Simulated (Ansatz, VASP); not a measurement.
# Cross-check of SrMn2As2 between VASP and Ansatz, part 2 of 2

Aim: how closely do two programs agree when they are given the same cell, functional and k mesh? The cell is taken from a series of VASP runs on this material, whose earlier steps may have relaxed, scaled or displaced it; both programs get it as it stands.

VASP 6.6.1 and Ansatz 0.2.0.

So far. Step 2 (VASP: relaxation of cell and atoms, r2SCAN): Experiment finds antiferromagnetic order in this phase (below 118 K, arxiv:1605.02004), so this ferromagnetic run describes another state.

### Step 3. Ansatz: relaxation of cell and atoms, r2SCAN

Level of this step: Ansatz beside VASP: Kohn-Sham DFT, plane waves, r2SCAN (Ansatz).

Ansatz runs on its default PAW (the set named soft_2) files.

The same cell, functional, mesh and smearing now go to Ansatz, which takes its cutoff from its data sets.

The input, input.yaml:

```yaml
crystal:
  lattice:
    - [4.3459238143, 0.0, 0.0]
    - [-2.1729619072, 3.7636804261, 0.0]
    - [0.0, 0.0, 7.3603899605]
  atoms:
    - { symbol: Sr, position: [0.0, 0.0, 0.0] }
    - { symbol: Mn, position: [0.66666667, 0.33333333, 0.3724438206], spin: 4.0 }
    - { symbol: Mn, position: [0.33333333, 0.66666667, 0.6275561794], spin: 4.0 }
    - { symbol: As, position: [0.66666667, 0.33333333, 0.7329967095] }
    - { symbol: As, position: [0.33333333, 0.66666667, 0.2670032905] }
hamiltonian:
  xc: r2scan
  pseudopotentials: { kind: paw }
magnetization:
  spin_polarized: true
kpoints:
  mp_grid: { grid: [7, 7, 4] }
scf:
  occupations: { method: methfessel_paxton, width: 0.2 }
relax:
  f_tol: 0.01
  max_steps: 60
  cell: { stress_tol: 0.05 }
output:
  forces: true
  stress: true
```

Run with:

```bash
ansatz run input.yaml --threads 4 --pin off --max-ram 9216MiB --backend cpu --events-out ev --progress --plain --runs-dir out
```

Numbers of over 12 decimals in the logs are rounded to 6 here.

Output:

```text
Engine: ansatz 0.2.0, aarch64-unknown-linux-gnu
Pseudopotentials: kind: paw
Pseudopotential: Sr, paw, valence charge 10, recommended cutoff 500 eV (meta_gga), Sr.paw.azcp
Pseudopotential: Mn, paw, valence charge 15, recommended cutoff 500 eV (meta_gga), Mn.paw.azcp
Pseudopotential: As, paw, valence charge 15, recommended cutoff 500 eV (meta_gga), As.paw.azcp
Functional definition: r2SCAN
  parameter k0 = 0.174
  parameter k1 = 0.065
  parameter a1 = 4.9479
  exchange = r2scan_x(k0 = k0, k1 = k1, a1 = a1)
  correlation = r2scan_c
Crystal: 5 atoms, lattice volume = 120.391 Å³
Basis set: ecut = 500 eV, 3009 PW (Γ), exchange–correlation on 128×128×216 points (64 copies of the dense FFT grid, shifted against one another)
Bands: 47, of which v1, the nominal top of the filled ones, is band 35 counted from 1 (34 counted from 0)
Symmetry: 12 space group operations
Space group: P-3m1 (ITA 164), of the structure as read, at distance tolerance 4.9e-5 Å
Magnetic group: BNS 164.85 (UNI 1315), of the structure as read, at distance tolerance 4.9e-5 Å
k-points: 28 of 196
Non-local potential: Sr, projectors of the file, l = 0: 3, l = 1: 2, l = 2: 2
Non-local potential: Mn, projectors of the file, l = 0: 3, l = 1: 2, l = 2: 3, l = 3: 1
Non-local potential: As, projectors of the file, l = 0: 2, l = 1: 2, l = 2: 3, l = 3: 1
PAW form: soft (Blöchl's): semilocal exchange-correlation on the pseudo side does not see the compensation charge
PAW frozen core: Sr, regenerated for the run's functional (the file was generated under x = pbe(κ = 0.804, μ = 0.219515), c = pbe(β = 0.066725))
PAW frozen core: Mn, regenerated for the run's functional (the file was generated under x = pbe(κ = 0.804, μ = 0.219515), c = pbe(β = 0.066725))
PAW frozen core: As, regenerated for the run's functional (the file was generated under x = pbe(κ = 0.804, μ = 0.219515), c = pbe(β = 0.066725))
PAW one-centre angular grid: Sr, 302 points (default); XC on 160 Gauss nodes
PAW one-centre angular grid: Mn, 590 points (default); XC on 160 Gauss nodes
PAW one-centre angular grid: As, 590 points (default); XC on 160 Gauss nodes
Initial density: superposition of atomic densities (chi_scale 0.1, normalization cell, long waves kept (reshape's long-wave potential 0.09 eV rms))
Starting moments: Σ|m| = 8 μB on 2 of 5 sites
Initial wavefunctions: pseudopotential atomic-orbital guess
Functional: x = r2scan, c = r2scan; τ floored in thin density (d = 2e-4 eV/Å³)
SCF iter   1: F=—  HF=-21095.604845 eV  |F-HF|=—  |Δ(HF+E_count)|=         —  Δρ=4.93e-2 (↑4.93e-2 ↓2.48e-2)  dr2=4.07e0  dr2_τ=2.96e-2  dr2_m=1.12e0  M=9.261 μB ∫|m|=9.310 μB  β_m=1.00  ethr=3.10e-3  ⟨swp⟩=7.6  Hψ=11550  notcnv=0
Mixer restart at iter 1: flushing history
preconditioner: auto → Kerker (q_TF=auto, 2.493 Å⁻¹)  [metal: Δε(μ)=0.032 eV  Ē_g=6.938 eV  σ=0.200 eV  W_gap=0.09  n_scr=34 (ndim 8)  ℏωp=17.3 eV  f_vac=0.001  D(μ)=2.83/eV (n_scr^D=22)]
spin=Collinear: Kerker preconditioning applied to the charge; magnetization (m = ρ↑ − ρ↓) channel mixes plain (no charge-response kernel on spin).
SCF iter   2: F=—  HF=-21095.745552 eV  |F-HF|=—  |Δ(HF+E_count)|=   1.41e-1  Δρ=1.59e-2 (↑1.59e-2 ↓1.49e-2)  dr2=2.58e0  dr2_τ=7.95e-3  dr2_m=5.57e-3  M=9.539 μB ∫|m|=9.592 μB  β_m=1.00  ethr=3.10e-3  ⟨swp⟩=2.1  Hψ=3554  notcnv=0  defer=222  κ⁻¹=1.0e0(r=1)
SCF iter   3: F=—  HF=-21096.168494 eV  |F-HF|=—  |Δ(HF+E_count)|=   4.23e-1  Δρ=9.94e-3 (↑9.94e-3 ↓9.75e-3)  dr2=1.42e0  dr2_τ=2.35e-3  dr2_m=3.56e-4  M=9.711 μB ∫|m|=9.765 μB  β_m=1.00  ethr=3.10e-3  ⟨swp⟩=2.2  Hψ=3059  notcnv=0  defer=222  κ⁻¹=1.2e-1(r=2)
SCF iter   4: F=—  HF=-21096.307069 eV  |F-HF|=—  |Δ(HF+E_count)|=   1.39e-1  Δρ=4.87e-3 (↑4.87e-3 ↓4.16e-3)  dr2=2.54e-1  dr2_τ=9.35e-4  dr2_m=1.44e-3  M=9.878 μB ∫|m|=9.931 μB  β_m=1.00  ethr=2.03e-3  ⟨swp⟩=3.1  Hψ=5143  notcnv=0  defer=224  κ⁻¹=5.8e-3(r=3)
SCF iter   5: F=—  HF=-21096.293097 eV  |F-HF|=—  |Δ(HF+E_count)|=         —  Δρ=3.05e-3 (↑3.05e-3 ↓3.00e-3)  dr2=4.62e-2  dr2_τ=5.36e-4  dr2_m=1.48e-3  M=9.828 μB ∫|m|=9.867 μB  β_m=1.00  ethr=3.63e-4  ⟨swp⟩=2.2  Hψ=3794  notcnv=0  defer=229
Mixer restart at iter 5: flushing history
SCF iter   6: F=—  HF=-21096.312232 eV  |F-HF|=—  |Δ(HF+E_count)|=   1.91e-2  Δρ=2.45e-3 (↑2.45e-3 ↓2.24e-3)  dr2=3.48e-2  dr2_τ=1.75e-4  dr2_m=1.95e-4  M=9.838 μB ∫|m|=9.880 μB  β_m=1.00  ethr=6.60e-5  ⟨swp⟩=1.4  Hψ=3325  notcnv=0  defer=227  κ⁻¹=1.0e0(r=1)
SCF iter   7: F=—  HF=-21096.322308 eV  |F-HF|=—  |Δ(HF+E_count)|=   1.01e-2  Δρ=1.52e-3 (↑1.45e-3 ↓1.52e-3)  dr2=1.85e-2  dr2_τ=9.15e-5  dr2_m=1.14e-5  M=9.838 μB ∫|m|=9.883 μB  β_m=1.00  ethr=4.97e-5  ⟨swp⟩=1.1  Hψ=2644  notcnv=0  defer=227  κ⁻¹=3.4e-1(r=2)
SCF iter   8: F=—  HF=-21096.327948 eV  |F-HF|=—  |Δ(HF+E_count)|=   5.64e-3  Δρ=6.00e-4 (↑6.00e-4 ↓5.73e-4)  dr2=5.63e-3  dr2_τ=1.30e-5  dr2_m=4.28e-5  M=9.831 μB ∫|m|=9.878 μB  β_m=1.00  ethr=2.65e-5  ⟨swp⟩=2.0  Hψ=4594  notcnv=0  defer=227  κ⁻¹=2.7e-2(r=3)
SCF iter   9: F=—  HF=-21096.328077 eV  |F-HF|=—  |Δ(HF+E_count)|=   1.29e-4  Δρ=5.43e-4 (↑4.72e-4 ↓5.43e-4)  dr2=3.39e-3  dr2_τ=7.96e-6  dr2_m=4.91e-6  M=9.828 μB ∫|m|=9.873 μB  β_m=1.00  ethr=8.05e-6  ⟨swp⟩=1.1  Hψ=2645  notcnv=0  defer=227  κ⁻¹=5.4e-3(r=4)
[...]
SCF iter  16: F=—  HF=-21096.317338 eV  |F-HF|=—  |Δ(HF+E_count)|=   6.30e-7  S|Δr|=    0.00e0  Δρ=2.11e-5 (↑2.00e-5 ↓2.11e-5)  dr2=1.04e-5  dr2_τ=2.90e-8  dr2_m=3.65e-8  M=9.867 μB ∫|m|=9.905 μB  β_m=1.20  ethr=4.63e-8  ⟨swp⟩=2.0  Hψ=4308  notcnv=0  defer=227  κ⁻¹=5.2e-3(r=4)
SCF iter  17: F=—  HF=-21096.317336 eV  |F-HF|=—  |Δ(HF+E_count)|=   1.60e-6  S|Δr|=    0.00e0  Δρ=2.60e-5 (↑2.58e-5 ↓2.60e-5)  dr2=4.08e-6  dr2_τ=2.00e-8  dr2_m=1.82e-8  M=9.867 μB ∫|m|=9.905 μB  β_m=1.20  ethr=1.48e-8  ⟨swp⟩=2.0  Hψ=2903  notcnv=0  defer=227  κ⁻¹=1.0e-3(r=5)
SCF iter  18: F=—  HF=-21096.317337 eV  |F-HF|=—  |Δ(HF+E_count)|=   1.34e-6  S|Δr|=    0.00e0  Δρ=1.14e-5 (↑9.48e-6 ↓1.14e-5)  dr2=7.89e-7  dr2_τ=4.41e-9  dr2_m=9.66e-9  M=9.867 μB ∫|m|=9.905 μB  β_m=1.20  ethr=5.83e-9  ⟨swp⟩=2.0  Hψ=4367  notcnv=0  defer=227  κ⁻¹=3.9e-4(r=6)
SCF iter  19: F=—  HF=-21096.317337 eV  |F-HF|=—  |Δ(HF+E_count)|=   2.41e-7  S|Δr|=    0.00e0  Δρ=1.08e-5 (↑1.08e-5 ↓1.02e-5)  dr2=2.72e-7  dr2_τ=3.45e-9  dr2_m=8.17e-10  M=9.867 μB ∫|m|=9.905 μB  β_m=1.20  ethr=1.13e-9  ⟨swp⟩=2.0  Hψ=3692  notcnv=0  defer=227  κ⁻¹=8.1e-5(r=7)
SCF iter  20: F=—  HF=-21096.317338 eV  |F-HF|=—  |Δ(HF+E_count)|=   4.57e-7  S|Δr|=    0.00e0  Δρ=4.85e-6 (↑4.85e-6 ↓4.73e-6)  dr2=7.82e-8  dr2_τ=7.87e-10  dr2_m=2.24e-9  M=9.867 μB ∫|m|=9.905 μB  β_m=1.20  ethr=1.43e-10  ⟨swp⟩=2.2  Hψ=9237  notcnv=0  κ⁻¹=2.8e-5(r=8)
SCF iter  21: F=-21096.317338 eV  HF=-21096.317338 eV  |F-HF|=5.41e-9  |Δ(HF+E_count)|=   3.29e-8  S|Δr|=    0.00e0  Δρ=2.18e-6 (↑2.18e-6 ↓1.76e-6)  dr2=1.34e-8  dr2_τ=2.43e-10  dr2_m=5.88e-10  M=9.867 μB ∫|m|=9.905 μB  ethr=1.12e-10  ⟨swp⟩=3.9  Hψ=7449  notcnv=0
SCF 1 converged in 21 iterations: F = -21096.317338 eV  dr2 = 1.34e-8
  greatest PAW one-centre occupation: 1.005 electrons in one spin orbital (limit 2), on the Mn atom at site 2 (counted from 0), in its partial waves of l = 1
relax step   1: F+E_penalty+E_count = -21096.31733753 eV  Δ(F+E_penalty+E_count) = +0.000e0 eV  max|allowed force component| = 3.112e-3 eV/Å  Δτ_max = 0.0000 Å  P = +0.132 GPa  Ω = 120.391 Å³  (21 SCF iters, dr2 threshold 1.00e-7 eV, accepted)
[...]
relax step   2: F+E_penalty+E_count = -21096.31733890 eV  Δ(F+E_penalty+E_count) = -1.372e-6 eV  max|allowed force component| = 5.865e-3 eV/Å  Δτ_max = 0.0014 Å  P = -0.020 GPa  Ω = 120.745 Å³  energy of the carried Pulay correction = -1.115e-4 eV  (8 SCF iters, dr2 threshold 4.83e-8 eV, accepted)
[...]
relax step   3: F+E_penalty+E_count = -21096.31745396 eV  Δ(F+E_penalty+E_count) = -1.151e-4 eV  max|allowed force component| = 5.945e-3 eV/Å  Δτ_max = 0.0000 Å  P = -0.020 GPa  Ω = 120.745 Å³  stress off target by 2.26e-2 GPa  SCF on the basis re-selected at this cell (its energy is not comparable with the rows above)  (10 SCF iters)
basis re-selected at this cell: Δ(F+E_penalty+E_count) = -1.151e-4 eV, ΔP = +0.001 GPa vs the last step (what re-selecting the basis moved, of the pressure what is left beyond the Pulay correction that the steps carried, after the strain that the cell walked since its last selection, with what the two solves' SCF thresholds leave and, on support functions, any second-order correction that the steps lacked; it is no m [...]
SCF converged after 10 iterations
Stability not checked: this state was not tested for a lower state beside it, because cold or Methfessel-Paxton smearing, or corrected tetrahedra, fill the levels in a way that the test cannot read (fill_not_monotonic; see scf.lower_state_search)
Magnetization: 9.8725 μB (39.9363 up, 30.0637 down)
Absolute magnetization: 9.9128 μB (∫|ρ↑−ρ↓|, with the PAW one-centre terms)
Spin contamination: 0.0803 ħ² per cell (⟨S²⟩ above its minimum at these occupations)
Per-site moments (μB) at R_I (Å): [(0.061127, 1.316320), (4.348451, 1.084295), (4.348451, 1.084295), (0.032984, 1.084295), (0.032984, 1.084295)]
Free energy (F): -21096.317454 eV
Harris-Foulkes:  -21096.317454 eV  (|F-HF|=0.00e0)
Internal energy: -21096.318000 eV  (E = F + TS)
E sigma→0 (E₀):  -21096.317591 eV
Entropy (-TS):   0.000546 eV (0.109 meV/atom)
Fermi energy:    9.672934 eV
--- Per-component energies (eV) ---
  E_band       = -1281.822187
  E_kinetic    = 1048.661622
  E_local      = -9895.054449  (includes V_loc(G=0)·N_el)
  E_nonlocal   = -631.454289
  E_hartree    = 4535.221193
  E_xc         = -526.860141
  E_vxc        = -661.823368  (∫ρ·V_xc dr)
  E_paw        = -9045.871278  (= ΣΔE_a)
  E_vpaw       = -252.255707  (= ΣTr[D̂ρ^β])
  E_aug_tail   = -0.000022  (compensation charges beyond the density's cutoff)
  E_vtau       = 39.661867  (kinetic-family band-sum trace: ∫τ·v_τ [+ j·A + Jᵃ·Aᵃ] dr)
  E_ewald      = -6577.333699
  E_core_change = -3.626938  (= ΣΔE_core)
  E_smearing   = 0.000546  (= −TS)
  E_closure    = 0.000000  (closes the sum)
  Σ components = -21096.317454   (vs F -21096.317454, Δ=0.00e0)
--- Forces (eV/Å), atoms counted from 1 ---
  atom   1  Sr    -0.00000000     0.00000000     0.00000000
  atom   2  Mn    -0.00000000     0.00000000     0.00351061
  atom   3  Mn     0.00000000    -0.00000000    -0.00351061
  atom   4  As    -0.00000000     0.00000000     0.00594547
  atom   5  As     0.00000000    -0.00000000    -0.00594547
  max |Σ_I F_I| component: 8.67e-18 eV/Å
--- Stress (GPa, compression-positive) ---
       -0.018181       0.000000      -0.000000
        0.000000      -0.018181       0.000000
       -0.000000       0.000000      -0.022612
  P = ⅓ Tr σ = -0.0197 GPa (-0.197 kbar)
--- Relaxed structure (2 steps of the walk, 2 accepted, 1 SCFs on fresh bases) ---
  F+E_penalty+E_count = -21096.31745396 eV   max|allowed force component| = 5.945e-3 eV/Å   (the final SCF, on the basis selected at the relaxed cell)
  cell:  # Å, volume = 120.7451 Å³
    - [4.350360, 2.889700954378458e-11, 0]
    - [-2.175180, 3.767522, 0]
    - [0.0, 0, 7.366962]
  atoms:
    - { symbol: Sr, position: [0, 0, 0] }
    - { symbol: Mn, position: [0.666667, 0.333333, 0.372417] }
    - { symbol: Mn, position: [0.333333, 0.666667, 0.627583] }
    - { symbol: As, position: [0.666667, 0.333333, 0.732812] }
    - { symbol: As, position: [0.333333, 0.666667, 0.267188] }
```

Wall time 44 s (4 threads of Arm Neoverse V2, shared host); peak memory 0.95 GiB; 2.8 min of CPU time.

### Step 4. Comparison

Known differences besides the potentials themselves: VASP keeps PBE cores, Ansatz makes them for the functional; both relaxations stop at a tolerance, which leaves soft axes loose, and VASP keeps its plane-wave basis; the data sets hold 70 valence electrons in Ansatz (default PAW (the set named soft_2) files) and 46 in VASP; the cutoff is 500 eV in Ansatz and 400 eV in VASP; Ansatz adds a Pulay correction to the stress that steers its cell, VASP none; site moments are counted in spheres of each program's own size. Total energies have different zeros and are not compared.

The two programs side by side:

| quantity | Ansatz | VASP | difference |
| --- | --- | --- | --- |
| volume (Å³) | 120.75 | 120.15 | +0.50 % |
| edge a after relaxation, in the typed setting (Å) | 4.350 | 4.342 | +0.18 % |
| edge c after relaxation, in the typed setting (Å) | 7.367 | 7.358 | +0.13 % |
| total moment (μB) | 9.87 | 9.85 | +0.02 |
| moment on Mn2 (μB) | 4.35 | 4.38 | -0.03 |
| moment on Mn3 (μB) | 4.35 | 4.38 | -0.03 |
| moment on Sr1 (μB) | 0.06 | 0.05 | +0.01 |

The walks stopped with -0.02 GPa left in Ansatz and 0.02 GPa in VASP; each walk ends within a tolerance, so the volume difference is uncertain by about these residues over the bulk modulus, most in soft cells.

### Step 5. Results

```yaml
difference_in_volume_relaxation_of_cell_and_atoms_r2scan: 0.50 %
```

What this shows: The difference in volume is 0.50 % (relaxation of cell and atoms, r2SCAN), within the 1.2 % picked in this series as the mark of a large difference, as far as the stopping tolerances let one tell. Such differences can come from data sets, numerical settings and the points named under the comparisons, not from the functional's error against experiment.

[Lines on the potential files, build, host, timing and source positions are cut from VASP's logs without a mark.]

[Logs are printed without paths, hosts, clocks, repeated set-up lines and the standing remarks that a program may print on its own settings, such as how far it seeks lower states.]

[Hosts, paths, dates, database ids (printed as entryN), source tags and the programs' standing remarks are cut or masked in the printed files.]
